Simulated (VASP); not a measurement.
Input:

```xyz
64
Lattice="11.5222 0.0000 0.0000 0.0000 11.5222 0.0000 0.0000 0.0000 11.5222" Properties=species:S:1:pos:R:3 pbc="T T T"
Ga     5.7609     0.0015     0.0022
Ga     8.6485     2.8723     0.0153
Ga     8.6488     0.0126     2.8749
Ga    11.5221     0.0001     0.0000
Ga     2.8754     2.8743    11.5121
Ga     5.7606     5.7603     0.0025
Ga     8.6485     8.6489    11.5098
Ga     2.8751    11.5125     2.8752
Ga     5.7452     2.8637     2.8641
Ga     8.6646     5.7838     2.8609
Ga     5.7608     0.0011     5.7608
Ga     8.6626     2.8604     5.7816
Ga     8.6487    11.5101     8.6486
Ga    11.5214     5.7612     0.0028
Ga     2.8727     8.6499     0.0150
Ga    11.5106     2.8746     2.8747
Ga     2.8606     5.7429     2.8607
Ga     5.7820     8.6647     2.8598
Ga    11.5208    11.5222     5.7619
Ga     2.8597     2.8602     5.7446
Ga     8.6605     8.6603     5.7453
Ga     2.8736     0.0128     8.6492
Ga     5.7801     2.8584     8.6655
Ga     8.6653     5.7388     8.6672
Ga     0.0126     8.6496     2.8748
Ga     0.0008     5.7608     5.7607
Ga     2.8594     8.6645     5.7810
Ga     0.0135     2.8730     8.6489
Ga     2.8535     5.7855     8.6699
Ga     5.7407     8.6646     8.6660
Ga    11.5089     8.6502     8.6483
As     7.2027     1.4427     1.4452
As    10.0797     4.3190     1.4442
As    10.0801     1.4430     4.3192
As     1.4401     1.4403     1.4404
As     4.3191     4.3180     1.4362
As     7.2046     7.2048     1.4339
As    10.0822    10.0825     1.4402
As     4.3192     1.4364     4.3191
As     7.2452     4.2856     4.2853
As    10.0892     7.2059     4.3196
As     7.2039     1.4338     7.2045
As    10.0905     4.3175     7.2052
As    10.0824     1.4398    10.0827
As     1.4414     7.2034     1.4434
As     4.3188    10.0816     1.4436
As     1.4349     4.3183     4.3185
As     4.2802     7.2456     4.2804
As     7.2051    10.0884     4.3196
As     1.4417     1.4410     7.2038
As     4.2741     4.2792     7.2519
As     5.7576     5.7621     5.7680
As     7.2416     7.2403     7.2496
As    10.0788    10.0801     7.2036
As     4.3183     1.4417    10.0817
As     7.2048     4.3164    10.0916
As    10.0812     7.2039    10.0814
As     1.4423    10.0820     4.3191
As     1.4326     7.2057     7.2043
As     4.3180    10.0896     7.2049
As     1.4411     4.3184    10.0832
As     4.3172     7.2060    10.0921
As     7.2037    10.0819    10.0816
As     1.4398    10.0827    10.0826
```

All values below come from HSE06 screened hybrid, VASP's PBE PAW potentials (set 64) (plane waves; VASP). Settings: PREC = Normal, LREAL = Auto, ISYM = 0, EDIFF = 1E-5, 400 eV cut-off, 1×1×1 Γ-centred mesh, Gaussian smearing of 0.050 eV, potentials Ga As.

The supercell is sampled at Γ alone, which is coarse: total energies, pressure and levels can be off, energies of defects by several tenths of an eV.

Q: Estimate the energy per atom (σ→0).

A: 
| Item | Value |
|---|---|
| energy per atom (σ→0) | -4.890 eV/atom |

Only differences to runs with the same potentials and settings are physical.

The cell is a supercell with a defect, built from GaAs (zinc blende): As_Ga. The cell's shape comes from a PBE relaxation. The run is not spin-polarised, so no state with unpaired spins was tried.
